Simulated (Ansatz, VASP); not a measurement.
## Al4Si6H10O23: VASP beside Ansatz

One calculation is typed for both programs; each brings its own data sets. How far apart do they land? Of the first pair: The structure shown is the start of the Ansatz relaxation below; VASP solves that cell, so the two are compared at the walk's first step.

Method: plane waves, with VASP 6.6.1 beside it; single point at PBE with D3(BJ), in Ansatz 0.2.0.

**1. Starting point**

The cell holds 43 atoms: 6 Si, 4 Al, 10 H and 23 O. Cell: a = 7.844 Å, b = 7.844 Å, c = 7.844 Å, α = 90.0°, β = 90.0°, γ = 90.0°.

**2. Ansatz: relaxation, PBE with D3(BJ)**

Ansatz runs on its PAW soft_1 files.

The two programs are compared at the cell with which this relaxation starts, whose forces are those of its first step.

input.yaml

```yaml
crystal:
  lattice:
    - [7.8437392687, 0.0, 0.0]
    - [0.0, 7.8437392687, 0.0]
    - [0.0, 0.0, 7.8437392687]
  atoms:
    - { symbol: Si, position: [0.563125, 0.23277, 0.950227] }
    - { symbol: Si, position: [0.162801, 0.132694, 0.894414] }
    - { symbol: Si, position: [0.631132, 0.88784, 0.095623] }
    - { symbol: Si, position: [0.381805, 0.531128, 0.597025] }
    - { symbol: Si, position: [0.007887, 0.492984, 0.024032] }
    - { symbol: Si, position: [0.870869, 0.318214, 0.351899] }
    - { symbol: Al, position: [0.739855, 0.691451, 0.75645] }
    - { symbol: Al, position: [0.279188, 0.715432, 0.244205] }
    - { symbol: Al, position: [0.573656, 0.20771, 0.585124] }
    - { symbol: Al, position: [0.987695, 0.947485, 0.236319] }
    - { symbol: H, position: [0.089662, 0.754028, 0.433297] }
    - { symbol: H, position: [0.528806, 0.426439, 0.152979] }
    - { symbol: H, position: [0.74088, 0.845921, 0.325242] }
    - { symbol: H, position: [0.090728, 0.942994, 0.738048] }
    - { symbol: H, position: [0.267287, 0.599772, 0.015066] }
    - { symbol: H, position: [0.926108, 0.387665, 0.629495] }
    - { symbol: H, position: [0.270021, 0.287668, 0.574072] }
    - { symbol: H, position: [0.403039, 0.971888, 0.541219] }
    - { symbol: H, position: [0.329532, 0.732705, 0.730769] }
    - { symbol: H, position: [0.906852, 0.902782, 0.579237] }
    - { symbol: O, position: [0.53258, 0.416348, 0.028504] }
    - { symbol: O, position: [0.334029, 0.574362, 0.401387] }
    - { symbol: O, position: [0.637633, 0.799906, 0.914219] }
    - { symbol: O, position: [0.090119, 0.322358, 0.937477] }
    - { symbol: O, position: [0.251517, 0.636797, 0.712727] }
    - { symbol: O, position: [0.904168, 0.418909, 0.178172] }
    - { symbol: O, position: [0.167208, 0.607687, 0.089441] }
    - { symbol: O, position: [0.883857, 0.578372, 0.878402] }
    - { symbol: O, position: [0.129111, 0.846244, 0.358798] }
    - { symbol: O, position: [0.632963, 0.099054, 0.081792] }
    - { symbol: O, position: [0.865234, 0.790989, 0.61639] }
    - { symbol: O, position: [0.556488, 0.615007, 0.64862] }
    - { symbol: O, position: [0.679414, 0.301302, 0.42007] }
    - { symbol: O, position: [0.683461, 0.236482, 0.78789] }
    - { symbol: O, position: [0.08438, 0.00107, 0.031051] }
    - { symbol: O, position: [0.122932, 0.060534, 0.710527] }
    - { symbol: O, position: [0.791929, 0.852355, 0.211388] }
    - { symbol: O, position: [0.462199, 0.824376, 0.191941] }
    - { symbol: O, position: [0.952952, 0.142063, 0.334605] }
    - { symbol: O, position: [0.5219, 0.004086, 0.562323] }
    - { symbol: O, position: [0.968232, 0.405802, 0.513277] }
    - { symbol: O, position: [0.382569, 0.328339, 0.609975] }
    - { symbol: O, position: [0.37293, 0.141939, 0.911079] }
  symmetry: { detect: false }
kpoints:
  mp_grid: { grid: [2, 2, 2] }
scf:
  occupations: { method: fermi_dirac, width: 0.05 }
hamiltonian:
  xc: pbe
  dispersion: d3bj
  pseudopotentials: { kind: paw, azcp: { folder: soft_1 } }
output:
  forces: true
  stress: true
relax:
  f_tol: 0.04
  max_steps: 150
  escape_saddle: false
  cell: { stress_tol: 0.4, fix: [] }
```

On the command line:

```sh
> ansatz run input.yaml --threads 8 --pin off --max-ram 14336MiB --backend cpu --events-out ev --progress --plain --runs-dir out
```

Numbers of over 12 decimals in the logs are rounded to 6 here.

Output:

```text
Engine: ansatz 0.2.0, aarch64-unknown-linux-gnu
Pseudopotentials: kind: paw
Pseudopotential: Si, paw, valence charge 4, recommended cutoff 420 eV (normal), soft_1/Si.paw.azcp
Pseudopotential: Al, paw, valence charge 3, recommended cutoff 420 eV (normal), soft_1/Al.paw.azcp
Pseudopotential: H, paw, valence charge 1, recommended cutoff 420 eV (normal), soft_1/H.paw.azcp
Pseudopotential: O, paw, valence charge 6, recommended cutoff 420 eV (normal), soft_1/O.paw.azcp
Functional definition: PBE
  parameter kappa = 0.804
  parameter beta = 0.066725
  exchange = pbe_x(kappa = kappa, mu = beta*pi^2/3)
  correlation = pbe_c(beta = beta)
Crystal: 43 atoms, lattice volume = 482.580 Å³
Basis set: ecut = 420 eV, 9435 PW (Γ), exchange–correlation on 108×108×108 points (8 copies of the dense FFT grid, shifted against one another)
Bands: 135, of which v1, the nominal top of the filled ones, is band 92 counted from 1 (91 counted from 0)
Symmetry: 1 space group operations
k-points: 8
Non-local potential: Si, projectors of the file, l = 0: 2, l = 1: 2, l = 2: 1
Non-local potential: Al, projectors of the file, l = 0: 2, l = 1: 2, l = 2: 1
Non-local potential: H, projectors of the file, l = 0: 2, l = 1: 1
Non-local potential: O, projectors of the file, l = 0: 2, l = 1: 2, l = 2: 1
PAW form: soft (Blöchl's): semilocal exchange-correlation on the pseudo side does not see the compensation charge
PAW one-centre angular grid: Si, 110 points (default); XC on 64 Gauss nodes
PAW one-centre angular grid: Al, 110 points (default); XC on 64 Gauss nodes
PAW one-centre angular grid: H, 110 points (default); XC on 64 Gauss nodes
PAW one-centre angular grid: O, 110 points (default); XC on 64 Gauss nodes
Initial density: superposition of atomic densities (chi_scale 0.1, normalization cell, long waves kept (reshape's long-wave potential 0.09 eV rms))
Initial wavefunctions: pseudopotential atomic-orbital guess
Functional: x = pbe(κ = 0.804, μ = 0.219515), c = pbe(β = 0.066725)
SCF iter   1: F=—  HF=-19232.710510 eV  |F-HF|=—  |Δ(HF+E_count)|=         —  Δρ=1.37e-1  dr2=8.65e1  ethr=3.10e-3  ⟨swp⟩=6.0  Hψ=4926  notcnv=0  defer=109
preconditioner: auto → Resta (q_TF=auto, 2.323 Å⁻¹)  ε∞=2.6  [insulator: Δε(μ)=6.323 eV  Ē_g=18.222 eV  σ=0.050 eV  W_gap=1.00  n_scr=92 (ndim 8)  ℏωp=22.9 eV  f_vac=0.034  D(μ)=0.00/eV (n_scr^D=0)  ε∞_Penn≈2.6]
SCF iter   2: F=—  HF=-19208.655612 eV  |F-HF|=—  |Δ(HF+E_count)|=    2.41e1  Δρ=4.84e-2  dr2=5.52e0  ethr=3.10e-3  ⟨swp⟩=3.0  Hψ=2472  notcnv=0  defer=298
SCF iter   3: F=—  HF=-19207.839955 eV  |F-HF|=—  |Δ(HF+E_count)|=   8.16e-1  Δρ=2.34e-2  dr2=1.78e0  ethr=3.00e-3  ⟨swp⟩=2.1  Hψ=1295  notcnv=0  defer=297
SCF iter   4: F=—  HF=-19207.760837 eV  |F-HF|=—  |Δ(HF+E_count)|=   7.91e-2  Δρ=6.96e-3  dr2=1.72e-1  ethr=9.67e-4  ⟨swp⟩=3.2  Hψ=1420  notcnv=0  defer=297
SCF iter   5: F=—  HF=-19207.730924 eV  |F-HF|=—  |Δ(HF+E_count)|=   2.99e-2  Δρ=1.85e-3  dr2=1.29e-2  ethr=9.36e-5  ⟨swp⟩=2.8  Hψ=2047  notcnv=0  defer=299
SCF iter   6: F=—  HF=-19207.744158 eV  |F-HF|=—  |Δ(HF+E_count)|=   1.32e-2  Δρ=1.00e-3  dr2=3.53e-3  ethr=6.99e-6  ⟨swp⟩=2.0  Hψ=1554  notcnv=0  defer=299
SCF iter   7: F=—  HF=-19207.743961 eV  |F-HF|=—  |Δ(HF+E_count)|=   1.98e-4  Δρ=3.17e-4  dr2=4.16e-4  ethr=1.92e-6  ⟨swp⟩=2.0  Hψ=1509  notcnv=0  defer=299
SCF iter   8: F=—  HF=-19207.744075 eV  |F-HF|=—  |Δ(HF+E_count)|=   1.15e-4  Δρ=9.87e-5  dr2=4.02e-5  ethr=2.26e-7  ⟨swp⟩=2.0  Hψ=1421  notcnv=0  defer=299
SCF iter   9: F=—  HF=-19207.745158 eV  |F-HF|=—  |Δ(HF+E_count)|=   1.08e-3  Δρ=5.38e-5  dr2=1.05e-5  ethr=2.18e-8  ⟨swp⟩=2.0  Hψ=1528  notcnv=0  defer=299
SCF iter  10: F=—  HF=-19207.745158 eV  |F-HF|=—  |Δ(HF+E_count)|=   1.46e-7  Δρ=1.53e-5  dr2=9.17e-7  ethr=5.71e-9  ⟨swp⟩=2.0  Hψ=1548  notcnv=0  defer=299
SCF iter  11: F=-19207.745158 eV  HF=-19207.745158 eV  |F-HF|=6.68e-8  |Δ(HF+E_count)|=   6.69e-7  Δρ=4.24e-6  dr2=8.84e-8  ethr=5.43e-11  ⟨swp⟩=4.0  Hψ=4295  notcnv=0
SCF 1 converged in 11 iterations: F = -19207.745158 eV  dr2 = 8.84e-8
  greatest PAW one-centre occupation: 0.870 electrons in one spin orbital (limit 2), on the O atom at site 36 (counted from 0), in its partial waves of l = 0
relax step   1: F+E_penalty+E_count = -19207.74515841 eV  Δ(F+E_penalty+E_count) = +0.000e0 eV  max|allowed force component| = 5.696e0 eV/Å  Δτ_max = 0.0000 Å  P = +7.507 GPa  Ω = 482.580 Å³  (11 SCF iters, dr2 threshold 1.00e-7 eV, accepted)
Crystal: 43 atoms, lattice volume = 488.261 Å³
Basis set: ecut = 420 eV, 9551 PW (Γ), exchange–correlation on 108×108×108 points (8 copies of the dense FFT grid, shifted against one another)
Initial density: handed on by an earlier stage of this run
Initial wavefunctions: those handed on with the density
iter 1 solved again at ethr=5.45e-4 eV; its pass at ethr=3.10e-3 eV (dr2=1.00e0 eV) is discarded
[...]
SCF iter   2: F=—  HF=-19214.665753 eV  |F-HF|=—  |Δ(HF+E_count)|=   1.42e-3  Δρ=5.11e-5  dr2=8.66e-7  ethr=1.85e-9  ⟨swp⟩=3.2  Hψ=2207  notcnv=0
SCF iter   3: F=—  HF=-19214.666078 eV  |F-HF|=—  |Δ(HF+E_count)|=   3.25e-4  Δρ=8.21e-6  dr2=1.06e-7  ethr=4.71e-10  ⟨swp⟩=2.0  Hψ=1728  notcnv=0
[...]
SCF converged after 4 iterations
Free energy (F): -19214.666082 eV
Harris-Foulkes:  -19214.666082 eV  (|F-HF|=4.16e-9)
Internal energy: -19214.666082 eV  (E = F + TS)
E sigma→0 (E₀):  -19214.666082 eV
Fermi energy:    4.229852 eV
--- Per-component energies (eV) ---
  E_band       = -974.954199
  E_kinetic    = 4432.357445
  E_local      = -11902.137411  (includes V_loc(G=0)·N_el)
  E_nonlocal   = 1385.051639
  E_hartree    = 4397.521911
  E_xc         = -2234.429196
  E_vxc        = -2630.957532  (∫ρ·V_xc dr)
  E_paw        = -8716.955380  (= ΣΔE_a)
  E_vpaw       = -1054.322312  (= ΣTr[D̂ρ^β])
  E_aug_tail   = 0.009328  (compensation charges beyond the density's cutoff)
  E_ewald      = -6571.569445
  E_disp       = -4.514974  (pairwise vdW)
  E_smearing   = -0.000000  (= −TS)
  E_closure    = -0.000000  (closes the sum)
  Σ components = -19214.666082   (vs F -19214.666082, Δ=0.00e0)
--- Forces (eV/Å), atoms counted from 1 ---
  atom   1  Si     0.00913642     0.01464124     0.00918449
  atom   2  Si     0.01053707    -0.00663875     0.01112428
  atom   3  Si     0.01154244     0.03743003    -0.01130934
  atom   4  Si    -0.00507174    -0.03469356     0.00721692
  atom   5  Si    -0.03058906     0.02189823     0.02371009
  atom   6  Si    -0.01254656     0.00254328    -0.02237167
  atom   7  Al     0.00123178    -0.02410677     0.01419767
  atom   8  Al     0.01564481    -0.02026958     0.00178078
  atom   9  Al     0.00176103     0.00416928     0.00327533
  atom  10  Al     0.01732869    -0.01400535    -0.00341406
  atom  11  H     -0.00409044     0.00910852     0.00161364
  atom  12  H      0.00108512     0.00799787    -0.01290575
  atom  13  H     -0.00948763    -0.00649420     0.01285807
  atom  14  H      0.01051496    -0.00422522     0.00527869
  atom  15  H      0.00328751    -0.00151052    -0.00452447
  atom  16  H      0.00373035    -0.00877008     0.01313096
  atom  17  H     -0.01333241     0.00776902     0.00107334
  atom  18  H      0.00175640     0.00148722     0.00245258
  atom  19  H     -0.00616512    -0.00083271    -0.00321804
  atom  20  H      0.00661657    -0.00402325    -0.00513611
  atom  21  O      0.00504328    -0.01610349     0.01248921
  atom  22  O     -0.00658006     0.02792496     0.00028932
  atom  23  O      0.00812926     0.00399524     0.01561063
  atom  24  O      0.01618816    -0.00349630    -0.02867073
[...]
atom  36  O     -0.01389638     0.00359024    -0.00289138
  atom  37  O      0.01642387     0.00925174     0.00233464
  atom  38  O     -0.01077289     0.00152497    -0.00561236
  atom  39  O     -0.00999142    -0.00459384    -0.00053697
  atom  40  O     -0.00452914     0.00463930     0.00060402
  atom  41  O      0.01112016     0.01609134    -0.00737722
  atom  42  O      0.00577775     0.01420264    -0.01211758
  atom  43  O     -0.00049013    -0.00306895     0.00931593
  max |Σ_I F_I| component: 1.88e-5 eV/Å
--- Stress (GPa, compression-positive) ---
       -0.024713       0.011638      -0.007403
        0.011638      -0.028698       0.008481
       -0.007393       0.008489      -0.021630
  P = ⅓ Tr σ = -0.0250 GPa (-0.250 kbar)
--- Relaxed structure (25 steps of the walk, 22 accepted, 2 SCFs on fresh bases) ---
  F+E_penalty+E_count = -19214.66608169 eV   max|allowed force component| = 3.743e-2 eV/Å   (the final SCF, on the basis selected at the relaxed cell)
  cell:  # Å, volume = 487.5637 Å³
    - [7.736815, -0.224860, 0.061979]
    - [-0.224860, 8.209590, -0.098665]
    - [0.061979, -0.098665, 7.683981]
  atoms:
    - { symbol: Si, position: [0.548580, 0.232117, 0.976621] }
    - { symbol: Si, position: [0.147647, 0.125572, 0.900890] }
    - { symbol: Si, position: [0.597883, 0.893471, 0.070844] }
    - { symbol: Si, position: [0.425909, 0.567665, 0.593782] }
    - { symbol: Si, position: [0.00213972, 0.466131, 0.018952] }
    - { symbol: Si, position: [0.892334, 0.313158, 0.380399] }
    - { symbol: Al, position: [0.774828, 0.689051, 0.758962] }
    - { symbol: Al, position: [0.266452, 0.707422, 0.242233] }
    - { symbol: Al, position: [0.550931, 0.219915, 0.582858] }
    - { symbol: Al, position: [0.967446, 0.961156, 0.218435] }
    - { symbol: H, position: [0.030592, 0.788132, 0.445491] }
    - { symbol: H, position: [0.591707, 0.375108, 0.220356] }
    - { symbol: H, position: [0.762008, 0.721517, 0.230609] }
    - { symbol: H, position: [0.058693, 0.973780, 0.673443] }
    - { symbol: H, position: [0.252664, 0.606805, -0.060385] }
    - { symbol: H, position: [0.969853, 0.363344, 0.658082] }
    - { symbol: H, position: [0.248426, 0.336144, 0.564938] }
    - { symbol: H, position: [0.363133, 0.996922, 0.583350] }
    - { symbol: H, position: [0.430000, 0.735370, 0.814667] }
    - { symbol: H, position: [0.823517, 0.896963, 0.575322] }
    - { symbol: O, position: [0.562868, 0.398175, 0.098951] }
    - { symbol: O, position: [0.346900, 0.610057, 0.412353] }
    - { symbol: O, position: [0.633683, 0.808881, 0.884439] }
    - { symbol: O, position: [0.045540, 0.297605, 0.916967] }
    - { symbol: O, position: [0.335062, 0.661007, 0.765052] }
    - { symbol: O, position: [0.930669, 0.439137, 0.217037] }
    - { symbol: O, position: [0.192725, 0.576033, 0.056531] }
    - { symbol: O, position: [0.893278, 0.576028, 0.898754] }
    - { symbol: O, position: [0.079470, 0.806035, 0.323823] }
    - { symbol: O, position: [0.645697, 0.088255, 0.079210] }
    - { symbol: O, position: [0.905696, 0.823771, 0.621569] }
    - { symbol: O, position: [0.630827, 0.587075, 0.613764] }
    - { symbol: O, position: [0.686353, 0.300945, 0.418012] }
    - { symbol: O, position: [0.638776, 0.256348, 0.788725] }
    - { symbol: O, position: [0.051502, -0.016464, 0.013440] }
    - { symbol: O, position: [0.147115, 0.064591, 0.696622] }
    - { symbol: O, position: [0.756865, 0.838133, 0.210682] }
    - { symbol: O, position: [0.410711, 0.840289, 0.142011] }
    - { symbol: O, position: [0.962859, 0.134861, 0.342236] }
    - { symbol: O, position: [0.475790, 0.023622, 0.529370] }
    - { symbol: O, position: [1.007736, 0.398987, 0.542515] }
    - { symbol: O, position: [0.368532, 0.362821, 0.603820] }
    - { symbol: O, position: [0.345337, 0.168019, 0.959063] }
```

Reading the cycles: dr2 is the Hartree energy of the density residual (eV), the measure of convergence; HF is the Harris–Foulkes estimate of the energy, which meets the free energy F at convergence.

(Part 1 of 2 ends here.)

[Lines on the potential files, build, host, timing and source positions are cut from VASP's logs without a mark.]

[Logs are printed without paths, hosts, clocks, repeated set-up lines and the standing remarks that a program may print on its own settings, such as how far it seeks lower states.]

[Hosts, paths, dates, database ids (printed as entryN), source tags and the programs' standing remarks are cut or masked in the printed files.]
